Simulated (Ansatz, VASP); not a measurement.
## NbI2N: VASP beside Ansatz

INCAR

```
SYSTEM = NbI2N
  PREC = Accurate
  ENCUT = 600
  EDIFF = 1E-7
  ISMEAR = 0
  SIGMA = 0.1
  LREAL = .FALSE.
  LASPH = .TRUE.
  NELM = 100
  ALGO = Normal
  ISIF = 3
  LWAVE = .FALSE.
  LCHARG = .FALSE.
  GGA = PE
  IBRION = 2
  NSW = 90
  EDIFFG = -0.04
```

The input KPOINTS:

```
Automatic mesh
0
G
  6 6 4
  0 0 0
```

Contents of POSCAR:

```
NbI2N
1.0
    3.6651960851      0.0000000000      0.0000000000
    0.0000000000      3.6651960851      0.0000000000
    0.0000000000      0.0000000000      7.3370908801
Nb I N
1 2 1
Direct
    0.5000000000      0.5000000000      0.0000000000
    0.5000000000      0.0000000000      0.7305553110
    0.0000000000      0.5000000000      0.2694446890
    0.0000000000      0.0000000000      0.5000000000
```

Input for Ansatz:

```yaml
crystal:
  lattice:
    - [3.6651960851, 0.0, 0.0]
    - [0.0, 3.6651960851, 0.0]
    - [0.0, 0.0, 7.3370908801]
  atoms:
    - { symbol: Nb, position: [0.5, 0.5, 0.0] }
    - { symbol: I, position: [0.5, 0.0, 0.730555311] }
    - { symbol: I, position: [0.0, 0.5, 0.269444689] }
    - { symbol: "N", position: [0.0, 0.0, 0.5] }
basis:
  ecutwfc: 420
kpoints:
  mp_grid: { grid: [6, 6, 4] }
hamiltonian:
  xc: pbe
scf:
  occupations: { method: gaussian, width: 0.1 }
  lower_state_search: "off"
output:
  forces: true
  stress: true
  eigenvalues: true
relax:
  adjacent_minimum: "off"
  f_tol: 0.04
  max_steps: 70
  cell: { stress_tol: 0.4 }
```

Change from the starting cell: species swapped into the InGaAs2 type (P-4m2, No. 115).

Alike in both runs: task relaxation of cell and atoms; functional PBE; k mesh 6 × 6 × 4; occupations gaussian, width 0.1 eV; no spin polarisation.

|  | VASP | Ansatz |
| --- | --- | --- |
| version | VASP 6.6.1 | Ansatz 0.2.0 |
| potentials or method | VASP PAW PBE potentials, release 64 (Nb_sv, I, N) | scalar-relativistic, plane waves, PAW |
| plane-wave cutoff (eV) | 600 | 420 |
| valence electrons in the cell | 32 | 52 |

VASP gave:

```
gap on the k mesh at the Fermi level, each at its own relaxed structure (eV) : none
relaxed volume (Å³/atom)                                                     : 24.39
relaxed cell length with the largest relative difference (Å)                 : 7.389
```

Question: What did Ansatz give for the same quantities?

Answer: gap on the k mesh at the Fermi level, each at its own relaxed structure (eV): none; relaxed volume (Å³/atom): 24.42; relaxed cell length with the largest relative difference (Å): 7.411.

A gap of «none» marks a metal or a gap that the smearing closes. The two sets of potentials don't hold the same shells in valence.

Spin-orbit coupling is left out, which matters for the levels of I.
